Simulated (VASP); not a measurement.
Given:

```
CELL_PARAMETERS angstrom
     10.12538     0.00000     0.00000
      0.00000    10.12538     0.00000
      0.00000     0.00000    10.12538
ATOMIC_POSITIONS crystal
  Hf 0.50276 0.00225 0.00016
  Hf 0.74956 0.25413 0.99826
  Hf 0.74972 0.99713 0.25299
  Hf 0.00243 0.00345 0.00220
  Hf 0.24987 0.25212 0.00116
  Hf 0.49858 0.49759 0.00061
  Hf 0.75318 0.75466 0.99499
  Hf 0.25023 0.00425 0.25056
  Hf 0.50615 0.24612 0.24380
  Hf 0.75027 0.50366 0.24562
  Hf 0.49877 0.00128 0.50119
  Hf 0.75020 0.24789 0.50343
  Hf 0.74921 0.99566 0.75269
  Hf 0.00163 0.50274 0.99836
  Hf 0.25462 0.75013 0.00071
  Hf 0.00062 0.24967 0.25031
  Hf 0.24407 0.50363 0.24583
  Hf 0.50014 0.74882 0.24534
  Hf 0.00018 0.99890 0.50205
  Hf 0.24464 0.24316 0.50667
  Hf 0.51023 0.51031 0.50262
  Hf 0.74959 0.74928 0.49811
  Hf 0.25359 0.99850 0.75393
  Hf 0.50068 0.24954 0.74409
  Hf 0.74955 0.49867 0.75191
  Hf 0.00086 0.75379 0.25404
  Hf 0.00296 0.49773 0.49992
  Hf 0.24857 0.74792 0.50262
  Hf 0.99753 0.25398 0.75207
  Hf 0.25082 0.50032 0.74308
  Hf 0.49552 0.74781 0.75085
  Hf 0.99644 0.75033 0.75298
  O  0.62908 0.11780 0.10866
  O  0.86838 0.37474 0.36412
  O  0.87658 0.37602 0.11147
  O  0.12527 0.62740 0.35680
  O  0.88249 0.12317 0.38761
  O  0.12954 0.36259 0.63805
  O  0.13214 0.13790 0.12643
  O  0.37752 0.37697 0.12461
  O  0.63236 0.62688 0.37302
  O  0.60532 0.61202 0.12509
  O  0.87009 0.87471 0.36719
  O  0.88020 0.87411 0.11063
  O  0.12915 0.12376 0.37666
  O  0.38411 0.13953 0.38639
  O  0.63308 0.38497 0.63589
  O  0.59606 0.37063 0.38539
  O  0.88007 0.62138 0.63288
  O  0.87752 0.62536 0.38593
  O  0.13303 0.86298 0.63560
  O  0.60708 0.13593 0.60184
  O  0.87010 0.37519 0.86556
  O  0.88296 0.37484 0.61581
  O  0.13114 0.62415 0.85578
  O  0.87922 0.11974 0.88589
  O  0.12508 0.38409 0.13287
  O  0.11155 0.63321 0.10699
  O  0.37005 0.87296 0.36556
  O  0.38272 0.87722 0.11277
  O  0.63362 0.12099 0.35715
  O  0.13679 0.37589 0.38685
  O  0.37941 0.62733 0.63583
  O  0.37601 0.60442 0.38282
  O  0.62521 0.88392 0.63228
  O  0.62015 0.87076 0.38527
  O  0.85879 0.12949 0.63437
  O  0.11125 0.11457 0.62707
  O  0.37009 0.37414 0.85572
  O  0.38240 0.37583 0.59285
  O  0.62738 0.62300 0.87636
  O  0.62835 0.63402 0.62553
  O  0.87036 0.87311 0.86569
  O  0.87935 0.87597 0.62101
  O  0.13210 0.12760 0.87604
  O  0.37840 0.12400 0.88462
  O  0.63139 0.36678 0.13252
  O  0.62029 0.37672 0.88191
  O  0.85996 0.62379 0.13654
  O  0.87948 0.62874 0.88587
  O  0.13242 0.88350 0.13799
  O  0.11765 0.87373 0.38838
  O  0.35914 0.12306 0.63875
  O  0.13133 0.61082 0.60130
  O  0.37122 0.87459 0.86687
  O  0.37776 0.87502 0.61677
  O  0.62578 0.12897 0.85668
  O  0.11832 0.37665 0.88408
  O  0.36080 0.62818 0.13251
  O  0.38012 0.62563 0.88341
  O  0.62930 0.86494 0.13605
  O  0.62453 0.87562 0.88406
  O  0.87920 0.12729 0.13811
  O  0.11672 0.87494 0.88624
  O  0.37893 0.12420 0.13321
```
Cell charge +1.

These are PBE GGA, VASP's PBE PAW potentials (set 64) (plane waves; VASP 6.6.1) values and carry that method's errors. Settings: PREC = Normal, LREAL = Auto, ISYM = 0, NELECT = 505.0, EDIFF = 1E-5, 400 eV cut-off, 1×1×1 Γ-centred mesh, Gaussian smearing of 0.050 eV, potentials Hf O. Starting moments (MAGMOM): 95*0.0105. The cell's moment is fixed (NUPDOWN = 1).

The cell is charged, with a uniform compensating background. The supercell is sampled at Γ alone, which is coarse: total energies, pressure and levels can be off, energies of defects by several tenths of an eV.

Question: The ions are relaxed. Which structure does the run end with?

Answer: 
```
CELL_PARAMETERS angstrom
     10.12538     0.00000     0.00000
      0.00000    10.12538     0.00000
      0.00000     0.00000    10.12538
ATOMIC_POSITIONS crystal
  Hf 0.49755 0.00142 0.99858
  Hf 0.74878 0.25193 0.99907
  Hf 0.75037 0.99800 0.24832
  Hf 0.00000 0.99994 0.99990
  Hf 0.24925 0.24931 0.00207
  Hf 0.49999 0.50001 0.00007
  Hf 0.75069 0.74920 0.99803
  Hf 0.24819 0.99841 0.24899
  Hf 0.50447 0.24596 0.24700
  Hf 0.75025 0.50275 0.24846
  Hf 0.49932 0.00105 0.49950
  Hf 0.74759 0.25025 0.49921
  Hf 0.74978 0.00017 0.75231
  Hf 0.00153 0.49660 0.99999
  Hf 0.25221 0.74900 0.99981
  Hf 0.99727 0.24825 0.24930
  Hf 0.24578 0.50442 0.24749
  Hf 0.50224 0.75104 0.24801
  Hf 0.99783 0.99834 0.49875
  Hf 0.24274 0.24355 0.50469
  Hf 0.50654 0.50676 0.50596
  Hf 0.75206 0.75311 0.49982
  Hf 0.24754 0.99763 0.75100
  Hf 0.49959 0.24996 0.74681
  Hf 0.75281 0.50209 0.75088
  Hf 0.99825 0.75125 0.24901
  Hf 0.00011 0.50003 0.49991
  Hf 0.25000 0.74793 0.49904
  Hf 0.99722 0.24748 0.75097
  Hf 0.24985 0.49967 0.74672
  Hf 0.50210 0.75258 0.75112
  Hf 0.00193 0.74900 0.75197
  O  0.62142 0.12733 0.10310
  O  0.87335 0.37575 0.35347
  O  0.87635 0.37384 0.10343
  O  0.12198 0.62974 0.35217
  O  0.87829 0.12750 0.39702
  O  0.12523 0.36944 0.64792
  O  0.12347 0.12362 0.10513
  O  0.37598 0.37531 0.11046
  O  0.62260 0.62287 0.35577
  O  0.62527 0.62519 0.10441
  O  0.87450 0.87560 0.35410
  O  0.87574 0.87435 0.10297
  O  0.12832 0.12812 0.35532
  O  0.38259 0.13919 0.39608
  O  0.62507 0.38079 0.64731
  O  0.60859 0.36813 0.39571
  O  0.88024 0.62370 0.64635
  O  0.87326 0.62522 0.39685
  O  0.12798 0.86897 0.64610
  O  0.61702 0.13185 0.60148
  O  0.87365 0.37368 0.85379
  O  0.87496 0.37502 0.60209
  O  0.12826 0.62432 0.85273
  O  0.87449 0.12390 0.89725
  O  0.12426 0.37259 0.14747
  O  0.12735 0.62149 0.10340
  O  0.37431 0.87366 0.35313
  O  0.37576 0.87546 0.10305
  O  0.63008 0.12201 0.35202
  O  0.13812 0.38271 0.39667
  O  0.37986 0.62475 0.64756
  O  0.36793 0.60902 0.39612
  O  0.62398 0.88106 0.64584
  O  0.62362 0.87327 0.39624
  O  0.86739 0.12767 0.64619
  O  0.11821 0.12018 0.60732
  O  0.37464 0.37595 0.85050
  O  0.37499 0.37454 0.58730
  O  0.62769 0.62651 0.85464
  O  0.62986 0.63111 0.60724
  O  0.87401 0.87328 0.85299
  O  0.87594 0.87537 0.60489
  O  0.12473 0.12433 0.85535
  O  0.37521 0.12722 0.89673
  O  0.62870 0.37504 0.14640
  O  0.62344 0.37537 0.89655
  O  0.87493 0.62506 0.14634
  O  0.87757 0.62403 0.89717
  O  0.12611 0.87314 0.14663
  O  0.12566 0.87749 0.39695
  O  0.36833 0.12511 0.64743
  O  0.12991 0.61922 0.60220
  O  0.37454 0.87580 0.85337
  O  0.37594 0.87403 0.60169
  O  0.62460 0.12656 0.85197
  O  0.12513 0.37376 0.89699
  O  0.37506 0.62781 0.14683
  O  0.37794 0.62614 0.89689
  O  0.62601 0.87455 0.14576
  O  0.62461 0.87576 0.89703
  O  0.87328 0.12478 0.14654
  O  0.12415 0.87387 0.89733
  O  0.37279 0.12363 0.14680
```
Cell charge +1. The cell ends with 1.00 μB, on the first 30 sites 0.00 0.00 0.00 0.00 0.01 0.01 0.00 0.00 0.17 0.00 0.01 0.01 0.00 0.00 0.00 0.00 0.17 0.00 0.00 0.05 0.04 0.00 0.00 0.00 0.00 0.00 0.01 0.01 0.00 0.00 μB.

Question: How much energy does the relaxation gain?

Answer: The energy (σ→0) changes by -23.2 meV/atom, in 84 ionic steps.

The cell is a supercell with a defect, built from HfO2 (fluorite, the high-temperature cubic form, which is unstable at 0 K; the monoclinic form is the stable one): vac_O, charge +1.
